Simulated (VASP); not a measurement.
Set up this calculation in VASP 6.6.1, as the native input.

```yaml
Task: single point
Functional: r2SCAN
Dispersion: D3(BJ)
Potentials_or_basis: VASP PAW PBE potentials, release 64 (O, H, Li_sv)
Cutoff: 520 eV
k_mesh: 1 × 1 × 1
Occupations: fermi-dirac, width 0.05 eV
Spin: no spin polarisation
Dipole_correction: no
Further_INCAR_settings: LREAL = Auto; ALGO = Normal; EDIFF = 1e-06; NBANDS = 56
```

Crystal: LiH17O9.

```
CELL_PARAMETERS angstrom
6.57314 0.00000 0.00000
0.00000 6.57314 0.00000
0.00000 0.00000 6.57314
ATOMIC_POSITIONS crystal
O 0.78084 0.16076 0.08369
O 0.35540 0.09788 0.24812
O 0.21042 0.71389 0.52847
O 0.81208 0.59556 0.78853
O 0.08602 0.12680 0.70037
O 0.60311 0.72468 0.12848
O 0.67849 0.92434 0.55814
O 0.10220 0.47901 0.07114
O 0.47677 0.37054 0.51618
H 0.85387 0.26257 0.15579
H 0.64328 0.16640 0.13248
H 0.42182 0.17823 0.36208
H 0.28323 0.19645 0.16925
H 0.27685 0.81136 0.44735
H 0.27048 0.56519 0.48336
H 0.70779 0.50591 0.73199
H 0.71248 0.67802 0.87556
H 0.02840 0.18363 0.82551
H 0.19501 0.21740 0.69325
H 0.51557 0.85069 0.08611
H 0.68170 0.78704 0.23862
H 0.60067 0.05041 0.57604
H 0.58502 0.81275 0.59357
H 0.00818 0.51955 0.96487
H 0.22341 0.46809 0.99503
H 0.55315 0.41207 0.40878
Li 0.95822 0.86476 0.65600
```

The cell was built by a generator and needn't be a form met in nature.

These files were run (other wordings do the same):

POSCAR

```
LiH17O9
1.0
    6.5731380000      0.0000000000      0.0000000000
    0.0000000000      6.5731380000      0.0000000000
    0.0000000000      0.0000000000      6.5731380000
O H Li
9 17 1
Direct
    0.7808447046      0.1607603553      0.0836890995
    0.3554010276      0.0978832332      0.2481158923
    0.2104170033      0.7138903823      0.5284690509
    0.8120778843      0.5955602940      0.7885274887
    0.0860167549      0.1268039709      0.7003656397
    0.6031061572      0.7246767069      0.1284774487
    0.6784887218      0.9243378125      0.5581352468
    0.1022038485      0.4790101775      0.0711380166
    0.4767738027      0.3705383943      0.5161765963
    0.8538691870      0.2625686544      0.1557855624
    0.6432848359      0.1664045392      0.1324785818
    0.4218228797      0.1782253773      0.3620797251
    0.2832284976      0.1964510710      0.1692494513
    0.2768540688      0.8113628529      0.4473510217
    0.2704796400      0.5651942801      0.4833612196
    0.7077897954      0.5059075285      0.7319943686
    0.7124755330      0.6780171054      0.8755635436
    0.0284034810      0.1836261463      0.8255113463
    0.1950057948      0.2173999694      0.6932457526
    0.5155680590      0.8506895793      0.0861080355
    0.6816987564      0.7870365722      0.2386227096
    0.6006720078      1.0504115386      0.5760414584
    0.5850173844      0.8127472754      0.5935673342
    0.0081848274      0.5195539786     -0.0351278187
    0.2234092758      0.4680869320     -0.0049747929
    0.5531452405      0.4120710686      0.4087849669
    0.9582181296      0.8647620056      0.6560032666
```

INCAR.step1

```
PREC = Accurate ; ENCUT = 520
ISMEAR = -1 ; SIGMA = 0.05
LREAL = Auto ; LASPH = T
NELM = 60 ; NBANDS = 56
GGA = PE ; ALGO = Normal
EDIFF = 1E-4 ; LWAVE = T
LCHARG = F
```

INCAR.step2

```
PREC = Accurate ; ENCUT = 520
EDIFF = 1E-6 ; ISMEAR = -1
SIGMA = 0.05 ; LREAL = Auto
LASPH = T ; NELM = 60
ALGO = Normal ; ISIF = 2
LWAVE = F ; LCHARG = F
METAGGA = R2SCAN ; LMIXTAU = T
IVDW = 12 ; VDW_S6 = 1.0
VDW_S8 = 0.78981345 ; VDW_A1 = 0.49484001
VDW_A2 = 5.73083694 ; NBANDS = 56
ISTART = 1
```

KPOINTS

```
regular mesh
0
Gamma
  1 1 1
```

Potentials or basis: VASP PAW PBE potentials, release 64 (O, H, Li_sv).

The run is started by

```console
$ cat potpaw_PBE.64/O/POTCAR potpaw_PBE.64/H/POTCAR potpaw_PBE.64/Li_sv/POTCAR > POTCAR
$ cp INCAR.step1 INCAR
$ mpirun -np 1 vasp_gam > vasp.out
$ cp INCAR.step2 INCAR
$ mpirun -np 1 vasp_gam > vasp.out
```

It gave:

```
Largest force              : 3.927 eV/Å
Band gap on the k mesh     : 3.77 eV, direct
Dispersion energy per atom : -0.018 eV
```

Caveat: the PAW data sets were made with another functional, which shifts forces and pressure a little.

Wall time 2.4 min on 1 thread of Intel(R) Xeon(R) Platinum 8259CL CPU @ 2.50GHz (Skylake/Cascade Lake), with other jobs on the host, peak memory 0.36 GiB.
